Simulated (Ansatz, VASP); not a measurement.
**GdN (rocksalt prototype) in two plane-wave programs**

Wanted: the spread between two codes on one cell, functional and k mesh. The cell is invented: As first built, before any earlier steps moved the atoms or strained the cell (in the runner's words): rocksalt prototype, lattice guessed from radii. It may not be a known or stable phase. The two relaxations start from unlike cells of this crystal (the structure described is Ansatz's start), so only their ends are compared.

Main program and level: Ansatz 0.2.0; plane waves, with VASP 6.6.1 beside it; PBE, DFT+U.

## 1. Starting point

It takes space group Fm-3m (No. 225, cubic). The conventional cell has a = 4.714 Å, b = 4.714 Å, c = 4.714 Å, α = 90.00°, β = 90.00°, γ = 90.00°. Nearest to Gd lie 6 N at 2.36 Å. N has 6 Gd at 2.36 Å nearest. As first built, before any earlier steps moved the atoms or strained the cell (in the runner's words): rocksalt prototype, lattice guessed from radii. Farther neighbours and most contacts between anions are not listed.

As a file:

```
Gd N
1.0
     0.00000    2.35710    2.35710
     2.35710    0.00000    2.35710
     2.35710    2.35710    0.00000
Gd N
1 1
Cartesian
  0.0000 0.0000 0.0000
  2.3571 2.3571 2.3571
```

## 2. Ansatz: relaxation of cell and atoms, PBE, DFT+U

Ansatz runs on its default PAW (the set named soft_2) files.

The relaxed volume is the usual yardstick between codes: in a stiff, nearly cubic crystal its relative difference is about their pressure difference at one cell divided by the bulk modulus.

The input, input.yaml:

```yaml
crystal:
  lattice:
    - [0.0, 2.3571, 2.3571]
    - [2.3571, 0.0, 2.3571]
    - [2.3571, 2.3571, 0.0]
  atoms:
    - { symbol: Gd, position: [0.0, 0.0, 0.0], spin: 7.0 }
    - { symbol: "N", position: [0.5, 0.5, 0.5] }
magnetization:
  spin_polarized: true
kpoints:
  mp_grid: { grid: [8, 8, 8] }
hamiltonian:
  xc: pbe
  hubbard:
    sites: [{ species: Gd, l: f, u_eff: 6.9 }]
    projectors: ortho-atomic
scf:
  occupations: { method: fermi_dirac, width: 0.05 }
output: {}
relax:
  cell: {}
  max_steps: 40
```

Command:

```sh
$ ansatz run input.yaml --threads 4 --pin off --max-ram 8192MiB --backend cpu --events-out ev --progress --plain --runs-dir out
```

Numbers of over 12 decimals in the logs are rounded to 6 here.

The program printed:

```text
Engine: ansatz 0.2.0, aarch64-unknown-linux-gnu
Pseudopotentials: kind: paw
Pseudopotential: Gd, paw, valence charge 18, recommended cutoff 420 eV (normal), Gd.paw.azcp
Pseudopotential: N, paw, valence charge 5, recommended cutoff 420 eV (normal), N.paw.azcp
Functional definition: PBE
  parameter kappa = 0.804
  parameter beta = 0.066725
  exchange = pbe_x(kappa = kappa, mu = beta*pi^2/3)
  correlation = pbe_c(beta = beta)
Crystal: 2 atoms, lattice volume = 26.192 Å³
Basis set: ecut = 420 eV, 531 PW (Γ), exchange–correlation on 48×48×48 points (8 copies of the dense FFT grid, shifted against one another)
Bands: 19, of which v1, the nominal top of the filled ones, is band 12 counted from 1 (11 counted from 0)
Symmetry: 48 space group operations
Space group: Fm-3m (ITA 225), of the structure as read, at distance tolerance 3.0e-5 Å
Magnetic group: BNS 225.116 (UNI 1618), of the structure as read, at distance tolerance 3.0e-5 Å
k-points: 29 of 512
Non-local potential: Gd, projectors of the file, l = 0: 3, l = 1: 2, l = 2: 2, l = 3: 3
Non-local potential: N, projectors of the file, l = 0: 2, l = 1: 2, l = 2: 1
PAW form: soft (Blöchl's): semilocal exchange-correlation on the pseudo side does not see the compensation charge
PAW one-centre angular grid: Gd, 590 points (default); XC on 64 Gauss nodes
PAW one-centre angular grid: N, 110 points (default); XC on 64 Gauss nodes
Initial density: superposition of atomic densities (chi_scale 0.1, normalization cell, long waves kept (reshape's long-wave potential 0.00 eV rms))
Starting moments: Σ|m| = 7 μB on 1 of 2 sites
Initial wavefunctions: pseudopotential atomic-orbital guess
Functional: x = pbe(κ = 0.804, μ = 0.219515), c = pbe(β = 0.066725)
SCF iter   1: F=—  HF=-9717.816290 eV  |F-HF|=—  |Δ(HF+E_count)|=         —  Δρ=6.99e-2 (↑3.23e-2 ↓6.99e-2)  dr2=1.55e0  dr2_m=3.68e-1  M=7.000 μB ∫|m|=7.167 μB  β_m=0.30  ethr=3.10e-3  ⟨swp⟩=5.8  Hψ=4818  notcnv=0
Mixer restart at iter 1: flushing history
preconditioner: auto → none  [insulator: Δε(μ)=0.157 eV  Ē_g=15.221 eV  σ=0.050 eV  W_gap=0.60  n_scr=14 (ndim 8)  ℏωp=33.2 eV  f_vac=0.000  D(μ)=0.06/eV (n_scr^D=0)  ε∞_Penn≈5.8]
SCF iter   2: F=—  HF=-9718.043372 eV  |F-HF|=—  |Δ(HF+E_count)|=   2.27e-1  Δρ=4.29e-2 (↑3.16e-2 ↓4.29e-2)  dr2=2.01e-1  dr2_m=2.17e-1  M=6.990 μB ∫|m|=7.229 μB  β_m=0.38  ethr=3.10e-3  ⟨swp⟩=3.4  Hψ=2464  notcnv=0  defer=63
SCF iter   3: F=—  HF=-9718.271722 eV  |F-HF|=—  |Δ(HF+E_count)|=   2.28e-1  Δρ=2.95e-2 (↑1.62e-2 ↓2.95e-2)  dr2=8.54e-2  dr2_m=9.69e-2  M=6.996 μB ∫|m|=7.248 μB  β_m=0.66  ethr=8.72e-4  ⟨swp⟩=2.0  Hψ=1766  notcnv=0  defer=63
SCF iter   4: F=—  HF=-9718.521042 eV  |F-HF|=—  |Δ(HF+E_count)|=         —  Δρ=3.01e-3 (↑3.01e-3 ↓1.46e-3)  dr2=3.46e-3  dr2_m=6.90e-4  M=6.985 μB ∫|m|=7.303 μB  β_m=0.66  ethr=3.72e-4  ⟨swp⟩=2.3  Hψ=2098  notcnv=0  defer=63
Mixer restart at iter 4: flushing history
SCF iter   5: F=—  HF=-9718.521627 eV  |F-HF|=—  |Δ(HF+E_count)|=   5.86e-4  Δρ=2.60e-3 (↑1.72e-3 ↓2.60e-3)  dr2=4.57e-3  dr2_m=5.87e-5  M=6.988 μB ∫|m|=7.306 μB  β_m=0.55  ethr=1.50e-5  ⟨swp⟩=2.7  Hψ=2279  notcnv=0  defer=63
SCF iter   6: F=—  HF=-9718.520797 eV  |F-HF|=—  |Δ(HF+E_count)|=   8.31e-4  Δρ=1.23e-3 (↑1.23e-3 ↓5.36e-4)  dr2=8.94e-4  dr2_m=6.67e-5  M=6.986 μB ∫|m|=7.310 μB  β_m=0.49  ethr=1.50e-5  ⟨swp⟩=2.0  Hψ=1669  notcnv=0  defer=63
SCF iter   7: F=—  HF=-9718.520659 eV  |F-HF|=—  |Δ(HF+E_count)|=   1.38e-4  Δρ=5.01e-4 (↑5.01e-4 ↓2.43e-4)  dr2=4.08e-5  dr2_m=2.93e-5  M=6.987 μB ∫|m|=7.311 μB  β_m=0.53  ethr=3.89e-6  ⟨swp⟩=2.1  Hψ=1378  notcnv=0  defer=63
SCF iter   8: F=—  HF=-9718.520676 eV  |F-HF|=—  |Δ(HF+E_count)|=   1.70e-5  Δρ=1.66e-4 (↑1.66e-4 ↓1.20e-4)  dr2=7.16e-7  dr2_m=4.83e-6  M=6.987 μB ∫|m|=7.314 μB  β_m=0.77  ethr=1.77e-7  ⟨swp⟩=2.5  Hψ=1641  notcnv=0  defer=63
[...]
SCF 1 converged in 10 iterations: F = -9718.520682 eV  dr2 = 3.54e-10
  greatest PAW one-centre occupation: 0.999 electrons in one spin orbital (limit 2), on the Gd atom at site 0 (counted from 0), in its partial waves of l = 0
relax step   1: F+E_penalty+E_count = -9718.52068191 eV  Δ(F+E_penalty+E_count) = +0.000e0 eV  max|allowed force component| = 1.709e-30 eV/Å  Δτ_max = 0.0000 Å  P = +38.750 GPa  Ω = 26.192 Å³  (10 SCF iters, dr2 threshold 1.00e-7 eV, accepted)
Crystal: 2 atoms, lattice volume = 30.212 Å³
Basis set: ecut = 420 eV, 609 PW (Γ), exchange–correlation on 48×48×48 points (8 copies of the dense FFT grid, shifted against one another)
[...]
SCF 8 converged in 7 iterations: F = -9719.056772 eV  dr2 = 3.93e-12
relax step   8: F+E_penalty+E_count = -9719.05677250 eV  Δ(F+E_penalty+E_count) = -4.210e-4 eV  max|allowed force component| = 1.939e-30 eV/Å  Δτ_max = 0.0000 Å  P = +0.005 GPa  Ω = 31.372 Å³  stress off target by 5.45e-3 GPa  SCF on the basis re-selected at this cell (its energy is not comparable with the rows above)  (7 SCF iters)
[...]
E_hartree    = 780.304670
  E_xc         = -296.408138
  E_vxc        = -333.217499  (∫ρ·V_xc dr)
  E_hubbard    = 0.172440  (on-site DFT+U / exact-exchange correction)
  E_vhub       = -23.915324  (the Hubbard potential's part of the band-sum identity)
  E_paw        = -6573.415807  (= ΣΔE_a)
  E_vpaw       = -119.075024  (= ΣTr[D̂ρ^β])
  E_aug_tail   = 0.000092  (compensation charges beyond the density's cutoff)
  E_ewald      = -2583.204190
  E_smearing   = -0.001373  (= −TS)
  E_closure    = -0.000000  (closes the sum)
  Σ components = -9719.056772   (vs F -9719.056772, Δ=0.00e0)
--- Forces (eV/Å), atoms counted from 1 ---
  atom   1  Gd    -0.00000000    -0.00000000     0.00000000
  atom   2  N      0.00000000     0.00000000    -0.00000000
  max |Σ_I F_I| component: 2.43e-30 eV/Å
--- Stress (GPa, compression-positive) ---
        0.005449      -0.000000      -0.000000
       -0.000000       0.005449      -0.000000
       -0.000000      -0.000000       0.005449
  P = ⅓ Tr σ = 0.0054 GPa (0.054 kbar)
Occupation matrices written to <dir>
--- The result so far, ahead of a search for a lower minimum behind the relaxation; the run's own can be another ---
--- Relaxed structure (6 steps of the walk, 6 accepted, 2 SCFs on fresh bases) ---
  F+E_penalty+E_count = -9719.05677250 eV   max|allowed force component| = 1.939e-30 eV/Å   (the final SCF, on the basis selected at the relaxed cell)
  cell:  # Å, volume = 31.3721 Å³
    - [0, 2.503251, 2.503251]
    - [2.503251, 0, 2.503251]
    - [2.503251, 2.503251, 0]
  atoms:
    - { symbol: Gd, position: [0, 0, 0] }
    - { symbol: N, position: [0.5, 0.5, 0.5] }
--- Search for a lower minimum behind the relaxation: the rows below count on from the relaxation's ---
[...]
preconditioner: auto → none  [insulator: Δε(μ)=0.170 eV  Ē_g=14.564 eV  σ=0.050 eV  W_gap=0.69  n_scr=14 (ndim 8)  ℏωp=30.4 eV  f_vac=0.000  D(μ)=0.03/eV (n_scr^D=0)  ε∞_Penn≈5.4]
[...]
SCF iter   3: F=—  HF=-9718.837820 eV  |F-HF|=—  |Δ(HF+E_count)|=   3.62e-1  Δρ=2.57e-2 (↑1.29e-2 ↓2.57e-2)  dr2=1.80e-1  dr2_m=8.03e-2  M=7.000 μB ∫|m|=7.225 μB  β_m=0.60  ethr=8.97e-4  ⟨swp⟩=2.0  Hψ=1816  notcnv=0  defer=65
SCF iter   4: F=—  HF=-9719.057075 eV  |F-HF|=—  |Δ(HF+E_count)|=         —  Δρ=2.98e-3 (↑2.98e-3 ↓1.68e-3)  dr2=5.04e-3  dr2_m=8.40e-4  M=7.000 μB ∫|m|=7.291 μB  β_m=0.60  ethr=7.81e-4  ⟨swp⟩=2.6  Hψ=2039  notcnv=0  defer=65
Mixer restart at iter 4: flushing history
SCF iter   5: F=—  HF=-9719.058127 eV  |F-HF|=—  |Δ(HF+E_count)|=   1.05e-3  Δρ=2.86e-3 (↑2.13e-3 ↓2.86e-3)  dr2=7.57e-3  dr2_m=9.31e-5  M=7.000 μB ∫|m|=7.289 μB  β_m=0.51  ethr=2.19e-5  ⟨swp⟩=2.2  Hψ=2115  notcnv=0  defer=65
SCF iter   6: F=—  HF=-9719.056919 eV  |F-HF|=—  |Δ(HF+E_count)|=   1.21e-3  Δρ=1.39e-3 (↑1.39e-3 ↓6.72e-4)  dr2=1.54e-3  dr2_m=1.17e-4  M=7.000 μB ∫|m|=7.298 μB  β_m=0.46  ethr=2.19e-5  ⟨swp⟩=2.0  Hψ=1676  notcnv=0  defer=65
SCF iter   7: F=—  HF=-9719.056745 eV  |F-HF|=—  |Δ(HF+E_count)|=   1.74e-4  Δρ=6.37e-4 (↑6.37e-4 ↓2.60e-4)  dr2=1.32e-4  dr2_m=4.77e-5  M=7.000 μB ∫|m|=7.301 μB  β_m=0.51  ethr=6.68e-6  ⟨swp⟩=2.0  Hψ=1233  notcnv=0  defer=65
SCF iter   8: F=—  HF=-9719.056760 eV  |F-HF|=—  |Δ(HF+E_count)|=   1.49e-5  Δρ=2.30e-4 (↑2.30e-4 ↓1.45e-4)  dr2=3.15e-6  dr2_m=1.01e-5  M=7.000 μB ∫|m|=7.304 μB  β_m=0.76  ethr=5.76e-7  ⟨swp⟩=1.6  Hψ=1245  notcnv=0  defer=65
SCF iter   9: F=—  HF=-9719.056773 eV  |F-HF|=—  |Δ(HF+E_count)|=   1.27e-5  Δρ=3.60e-5 (↑3.60e-5 ↓1.39e-5)  dr2=5.58e-7  dr2_m=1.13e-7  M=7.000 μB ∫|m|=7.308 μB  β_m=0.76  ethr=1.37e-8  ⟨swp⟩=2.8  Hψ=1846  notcnv=0  defer=65
SCF iter  10: F=—  HF=-9719.056772 eV  |F-HF|=—  |Δ(HF+E_count)|=   1.26e-7  Δρ=1.99e-6 (↑1.79e-6 ↓1.99e-6)  dr2=4.85e-10  dr2_m=7.09e-10  M=7.000 μB ∫|m|=7.309 μB  β_m=0.81  ethr=2.42e-9  ⟨swp⟩=2.0  Hψ=1753  notcnv=0  defer=65
SCF iter  11: F=-9719.056772 eV  HF=-9719.056772 eV  |F-HF|=1.16e-10  |Δ(HF+E_count)|=   3.20e-9  Δρ=4.85e-7 (↑4.85e-7 ↓3.99e-7)  dr2=2.73e-11  dr2_m=4.75e-11  M=7.000 μB ∫|m|=7.309 μB  ethr=2.11e-12  ⟨swp⟩=1.6  Hψ=3270  notcnv=0
SCF 1 converged in 11 iterations: F = -9719.056772 eV  dr2 = 2.73e-11
SCF converged after 7 iterations
Magnetization: 7.0000 μB (15.0000 up, 8.0000 down)
Absolute magnetization: 7.3088 μB (∫|ρ↑−ρ↓|, with the PAW one-centre terms)
Spin contamination: 0.0330 ħ² per cell (⟨S²⟩ above its minimum at these occupations)
Per-site moments (μB) at R_I (Å): [(6.940656, 1.032591), (-0.152769, 1.032591)]
Free energy (F): -9719.056772 eV
Harris-Foulkes:  -9719.056772 eV  (|F-HF|=3.64e-12)
Internal energy: -9719.055400 eV  (E = F + TS)
E sigma→0 (E₀):  -9719.056086 eV
Entropy (-TS):   -0.001373 eV (-0.686 meV/atom)
Fermi energy:    14.196066 eV
--- Per-component energies (eV) ---
  E_band       = 37.897203
  E_kinetic    = 536.417475
  E_local      = -1911.442114  (includes V_loc(G=0)·N_el)
  E_nonlocal   = 328.520172
  E_hartree    = 780.304670
  E_xc         = -296.408138
  E_vxc        = -333.217499  (∫ρ·V_xc dr)
  E_hubbard    = 0.172440  (on-site DFT+U / exact-exchange correction)
  E_vhub       = -23.915324  (the Hubbard potential's part of the band-sum identity)
  E_paw        = -6573.415807  (= ΣΔE_a)
  E_vpaw       = -119.075024  (= ΣTr[D̂ρ^β])
  E_aug_tail   = 0.000092  (compensation charges beyond the density's cutoff)
  E_ewald      = -2583.204190
  E_smearing   = -0.001373  (= −TS)
  E_closure    = -0.000000  (closes the sum)
  Σ components = -9719.056772   (vs F -9719.056772, Δ=0.00e0)
--- Forces (eV/Å), atoms counted from 1 ---
  atom   1  Gd    -0.00000000    -0.00000000     0.00000000
  atom   2  N      0.00000000     0.00000000    -0.00000000
  max |Σ_I F_I| component: 2.43e-30 eV/Å
--- Stress (GPa, compression-positive) ---
        0.005449      -0.000000      -0.000000
       -0.000000       0.005449      -0.000000
       -0.000000      -0.000000       0.005449
  P = ⅓ Tr σ = 0.0054 GPa (0.054 kbar)
--- Relaxed structure (6 steps of the walk, 6 accepted, 2 SCFs on fresh bases) ---
  F+E_penalty+E_count = -9719.05677250 eV   max|allowed force component| = 1.939e-30 eV/Å   (the final SCF, on the basis selected at the relaxed cell)
  cell:  # Å, volume = 31.3721 Å³
    - [0, 2.503251, 2.503251]
    - [2.503251, 0, 2.503251]
    - [2.503251, 2.503251, 0]
  atoms:
    - { symbol: Gd, position: [0, 0, 0] }
    - { symbol: N, position: [0.5, 0.5, 0.5] }
```

[end of part 1 of 2]

[Lines on the potential files, build, host, timing and source positions are cut from VASP's logs without a mark.]

[Logs are printed without paths, hosts, clocks, repeated set-up lines and the standing remarks that a program may print on its own settings, such as how far it seeks lower states.]

[Hosts, paths, dates, database ids (printed as entryN), source tags and the programs' standing remarks are cut or masked in the printed files.]
